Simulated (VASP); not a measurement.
OSZICAR of a VASP run on WC (relaxed from the rock salt structure, space group Fm-3m):

**OSZICAR**
```
       N       E                     dE             d eps       ncg     rms          rms(c)
DAV:   1     0.710261659389E+02    0.71026E+02   -0.10090E+04  2184   0.159E+03
DAV:   2    -0.640225999871E+02   -0.13505E+03   -0.13080E+03  2539   0.389E+02
DAV:   3    -0.681508241459E+02   -0.41282E+01   -0.40777E+01  2600   0.620E+01
DAV:   4    -0.681918281836E+02   -0.41004E-01   -0.40992E-01  2414   0.660E+00
DAV:   5    -0.681922038608E+02   -0.37568E-03   -0.37567E-03  2599   0.625E-01    0.335E+01
DAV:   6    -0.599989188643E+02    0.81933E+01   -0.12626E+01  2477   0.395E+01    0.604E+00
DAV:   7    -0.605553959890E+02   -0.55648E+00   -0.57836E-01  2259   0.817E+00    0.576E+00
DAV:   8    -0.604306855880E+02    0.12471E+00   -0.29014E-01  2439   0.533E+00    0.130E+00
DAV:   9    -0.606240130905E+02   -0.19333E+00   -0.11961E-01  2374   0.338E+00    0.732E-01
DAV:  10    -0.606229758128E+02    0.10373E-02   -0.20535E-02  2359   0.117E+00    0.345E-01
DAV:  11    -0.606268152466E+02   -0.38394E-02   -0.10094E-03  2329   0.373E-01    0.210E-01
DAV:  12    -0.606276364551E+02   -0.82121E-03   -0.84970E-04  2294   0.326E-01    0.623E-02
DAV:  13    -0.606277561666E+02   -0.11971E-03   -0.28703E-04  2614   0.142E-01    0.318E-02
DAV:  14    -0.606277704892E+02   -0.14323E-04   -0.10706E-05  2429   0.326E-02    0.323E-02
DAV:  15    -0.606277702262E+02    0.26297E-06   -0.82063E-06  2464   0.259E-02
   1 F= -.60627770E+02 E0= -.60627861E+02  d E =-.606278E+02
       N       E                     dE             d eps       ncg     rms          rms(c)
DAV:   1    -0.606282332045E+02   -0.46272E-03   -0.13698E-02  2314   0.173E+00    0.322E-01
DAV:   2    -0.606277311079E+02    0.50210E-03   -0.13418E-03  2409   0.443E-01    0.665E-02
DAV:   3    -0.606276765514E+02    0.54557E-04   -0.96937E-05  2424   0.107E-01    0.227E-02
DAV:   4    -0.606276692840E+02    0.72674E-05   -0.38000E-05  2674   0.663E-02    0.210E-02
DAV:   5    -0.606276516871E+02    0.17597E-04   -0.10752E-05  2314   0.378E-02    0.944E-03
DAV:   6    -0.606276698970E+02   -0.18210E-04   -0.41189E-06  2294   0.229E-02    0.190E-03
DAV:   7    -0.606276688487E+02    0.10483E-05   -0.40583E-07  1112   0.639E-03    0.384E-04
DAV:   8    -0.606276691770E+02   -0.32825E-06   -0.33136E-08  1117   0.198E-03
   2 F= -.60627669E+02 E0= -.60627762E+02  d E =0.101049E-03
       N       E                     dE             d eps       ncg     rms          rms(c)
DAV:   1    -0.606281793895E+02   -0.51054E-03   -0.10215E-02  2324   0.149E+00    0.273E-01
DAV:   2    -0.606278069372E+02    0.37245E-03   -0.94531E-04  2389   0.375E-01    0.562E-02
DAV:   3    -0.606277801789E+02    0.26758E-04   -0.70091E-05  2444   0.943E-02    0.196E-02
DAV:   4    -0.606277656731E+02    0.14506E-04   -0.29936E-05  2664   0.562E-02    0.182E-02
DAV:   5    -0.606277695388E+02   -0.38657E-05   -0.91012E-06  2194   0.365E-02    0.816E-03
DAV:   6    -0.606277736662E+02   -0.41273E-05   -0.37473E-06  2199   0.228E-02    0.178E-03
DAV:   7    -0.606277744967E+02   -0.83053E-06   -0.33610E-07  1092   0.566E-03
   3 F= -.60627774E+02 E0= -.60627865E+02  d E =-.427048E-05
```

### Question
Which electronic solver shows in the log?

### Answer
It is blocked Davidson (ALGO = Normal, or the opening steps of other solvers). The INCAR had ALGO = Normal.

### Question
Can the final energy be trusted as converged?

### Answer
Self-consistency was reached. It stopped with EDIFF = 1E-6, NELM = 100, NSW = 60 and EDIFFG = -0.01 after 3 ionic steps (r2SCAN meta-GGA, plane waves, VASP's PBE PAW potentials (set 64)).

The structure was generated: WC was put into the rock salt type (Fm-3m), which need not be its known phase. This run relaxes it. Symmetry was kept, so distortions that lower it aren't found. The start is the result of an earlier pass. VASP warned that the highest band is occupied, so more bands are needed.
